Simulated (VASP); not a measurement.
Computed with SCAN meta-GGA, VASP's PBE PAW potentials (set 64) (plane waves; VASP).

A VASP calculation is set up with these files.

File KPOINTS:
```
Automatic mesh
0
Gamma
9 9 9
0 0 0
```

**INCAR**
```
ALGO = Normal
ISMEAR = -5   ! tetrahedra, Bloechl
LWAVE = .False.
EDIFF = 1E-7   ! SCF stop (eV)
METAGGA = SCAN
NEDOS = 601   ! DOS grid
ENCUT = 520
LMAXMIX = 4
SYSTEM = CdS
ISIF = 2   ! forces and stress, cell fixed
PREC = Accurate
LMIXTAU = .True.
LCHARG = .False.
LASPH = .True.   ! aspherical one-centre terms
LORBIT = 11   ! lm-projected
LREAL = .False.
NELM = 100
```

### POSCAR
```
CdS
1
    0.0000000000     2.9348693743     2.9348693743
    2.9348693743     0.0000000000     2.9348693743
    2.9348693743     2.9348693743     0.0000000000
Cd S
1 1
Direct
  0.0000000000   0.0000000000   0.0000000000
  0.2500000000   0.2500000000   0.2500000000
```

KPOINTS_OPT:
```
k-points along high-symmetry lines
10
Line-mode
Reciprocal
  0.000000   0.000000   0.000000 ! GAMMA
 -0.500000  -0.500000   0.000000 ! X

 -0.500000  -0.500000   0.000000 ! X
 -0.375000  -0.375000   0.250000 ! U

 -0.375000  -0.000000   0.375000 ! K
  0.000000   0.000000   0.000000 ! GAMMA

  0.000000   0.000000   0.000000 ! GAMMA
  0.000000   0.000000   0.500000 ! L

  0.000000   0.000000   0.500000 ! L
 -0.500000  -0.250000   0.250000 ! W

 -0.500000  -0.250000   0.250000 ! W
 -0.500000  -0.500000   0.000000 ! X
```

POTCAR, in this order: Cd S (PBE.64 set). Program: vasp_std.

Output

File OUTCAR:
```
 ion  position               nearest neighbor table
   1  0.000  0.000  0.000-   2 2.54   2 2.54   2 2.54   2 2.54
   2  0.250  0.250  0.250-   1 2.54   1 2.54   1 2.54   1 2.54
  LATTYP: Found a face centered cubic cell.
 ALAT       =     5.8697387486
 Subroutine PRICEL returns:
 Original cell was already a primitive cell.
 Subroutine GETGRP returns: Found 24 space group operations
The static configuration has the point symmetry T_d .
The dynamic configuration has the point symmetry T_d .
 Subroutine INISYM returns: Found 24 space group operations
 Subroutine IBZKPT returns following result:
 Found     35 irreducible k-points:

 Following reciprocal coordinates:
            Coordinates               Weight
  0.000000  0.000000  0.000000      1.000000
  0.111111  0.000000  0.000000      8.000000
  0.222222  0.000000  0.000000      8.000000
  0.333333  0.000000  0.000000      8.000000
  0.444444  0.000000  0.000000      8.000000
  0.111111  0.111111  0.000000      6.000000
  0.222222  0.111111  0.000000     24.000000
  0.333333  0.111111  0.000000     24.000000
  0.444444  0.111111  0.000000     24.000000
...
```

File OSZICAR:
```
       N       E                     dE             d eps       ncg     rms          rms(c)
DAV:   1     0.729991397798E+02    0.72999E+02   -0.93098E+03   942   0.129E+03
DAV:   2    -0.418569948286E+02   -0.11486E+03   -0.10965E+03  1055   0.299E+02
DAV:   3    -0.468662664666E+02   -0.50093E+01   -0.49960E+01  1070   0.655E+01
DAV:   4    -0.469026946719E+02   -0.36428E-01   -0.36423E-01  1035   0.565E+00
DAV:   5    -0.469032066872E+02   -0.51202E-03   -0.51201E-03  1065   0.635E-01    0.772E+00
DAV:   6    -0.413426602992E+02    0.55605E+01   -0.55437E+00   910   0.424E+01    0.961E+00
DAV:   7    -0.414530145046E+02   -0.11035E+00   -0.65792E-01   910   0.120E+01    0.549E+00
DAV:   8    -0.414556789833E+02   -0.26645E-02   -0.29519E-01   910   0.479E+00    0.146E+00
DAV:   9    -0.414827863830E+02   -0.27107E-01   -0.19167E-01   910   0.445E+00    0.607E-01
DAV:  10    -0.415430895068E+02   -0.60303E-01   -0.37984E-02   910   0.204E+00    0.225E-01
DAV:  11    -0.415439315796E+02   -0.84207E-03   -0.48259E-03  1010   0.889E-01    0.150E-01
DAV:  12    -0.415446679742E+02   -0.73639E-03   -0.82019E-04   915   0.395E-01    0.120E-01
DAV:  13    -0.415446148170E+02    0.53157E-04   -0.82978E-04   910   0.427E-01    0.397E-02
DAV:  14    -0.415448072389E+02   -0.19242E-03   -0.94237E-05   930   0.127E-01    0.747E-03
DAV:  15    -0.415448203598E+02   -0.13121E-04   -0.51738E-05   930   0.978E-02    0.826E-03
DAV:  16    -0.415448249731E+02   -0.46132E-05   -0.45060E-06   945   0.291E-02    0.492E-03
DAV:  17    -0.415448256424E+02   -0.66933E-06   -0.15309E-07   823   0.470E-03    0.381E-03
DAV:  18    -0.415448289146E+02   -0.32722E-05   -0.15690E-06   920   0.196E-02    0.584E-04
DAV:  19    -0.415448282140E+02    0.70063E-06   -0.15994E-07   786   0.519E-03    0.325E-04
DAV:  20    -0.415448284848E+02   -0.27076E-06   -0.36005E-08   640   0.300E-03    0.195E-04
DAV:  21    -0.415448285164E+02   -0.31599E-07   -0.24668E-09   470   0.699E-04
   1 F= -.41544829E+02 E0= -.41544829E+02  d E =0.000000E+00
       N       E                     dE             ncg
       N       E                     dE             ncg
```

File OUTCAR:
```
------------------------ aborting loop because EDIFF is reached ----------------------------------------
  FORCE on cell =-STRESS in cart. coord.  units (eV):
  Direction    XX          YY          ZZ          XY          YZ          ZX
  --------------------------------------------------------------------------------------
  Total       -0.0187232     -0.0187232     -0.0187232     -0.0000000     -0.0000000     -0.0000000
  in kB       -0.5933269     -0.5933269     -0.5933269     -0.0000000     -0.0000000     -0.0000000
  external PRESSURE =      -0.5933269 kB  Pullay stress =       0.0000000 kB
  volume of cell :       50.56
      direct lattice vectors                 reciprocal lattice vectors
     0.000000000  2.934869374  2.934869374    -0.170365334  0.170365334  0.170365334
     2.934869374  0.000000000  2.934869374     0.170365334 -0.170365334  0.170365334
     2.934869374  2.934869374  0.000000000     0.170365334  0.170365334 -0.170365334
  FREE ENERGIE OF THE ION-ELECTRON SYSTEM (eV)
  ---------------------------------------------------
  free  energy   TOTEN  =       -41.5448285164 eV

  energy  without entropy=      -41.5448285164  energy(sigma->0) =      -41.54482852

 total charge

# of ion       s       p       d       tot
------------------------------------------
    1        0.411   0.313   9.580  10.304
    2        1.316   2.419   0.000   3.735
--------------------------------------------------
tot          1.727   2.732   9.580  14.038
```
(Selected blocks of OUTCAR.)

The compound is CdS in the zinc blende structure, a metastable form; wurtzite is the usual one. It was relaxed first.
